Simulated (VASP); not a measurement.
Computed with HSE06 screened hybrid, VASP's PBE PAW potentials (set 64) (plane waves; VASP).

Input for VASP

### KPOINTS
```
kpoints
0
gamma
  6 6 6
```

POSCAR:
```
MgSe
1
    0.0000000000     2.7670760000     2.7670760000
    2.7670760000     0.0000000000     2.7670760000
    2.7670760000     2.7670760000     0.0000000000
Mg Se
1 1
Direct
  0.0000000000   0.0000000000   0.0000000000
  0.5000000000   0.5000000000   0.5000000000
```

### INCAR
```
SYSTEM = MgSe
PREC = Accurate; ENCUT = 300; LREAL = .FALSE.
LASPH = .TRUE.; ISYM = 3
EDIFF = 1E-6; NELM = 100; ALGO = Normal
LMAXMIX = 4
ISMEAR = -1; SIGMA = 0.05
GGA = PE; LHFCALC = .TRUE.; AEXX = 0.25
HFSCREEN = 0.2; PRECFOCK = Fast
ISIF = 2
LWAVE = .FALSE.; LCHARG = .FALSE.
```

POTCAR, in this order: Mg Se (PBE.64 set). Program: vasp_std.

What will the output report for the number of irreducible k-points (NKPTS), largest plane-wave count, number of space-group operations, FFT grid (NGX, NGY, NGZ)?

The number of irreducible k-points (NKPTS) is 16 and the largest plane-wave count is 531. The number of space-group operations is 48 and the FFT grid (NGX, NGY, NGZ) is 24 × 24 × 24.

The structure comes from a computed database's MgSe entry; how it stands against other phases isn't given here. The cell was not relaxed at this level. The run is one of a series of settings (KPOINTS 6×6×6 Γ-centred mesh against the base run), some of them coarse on purpose.
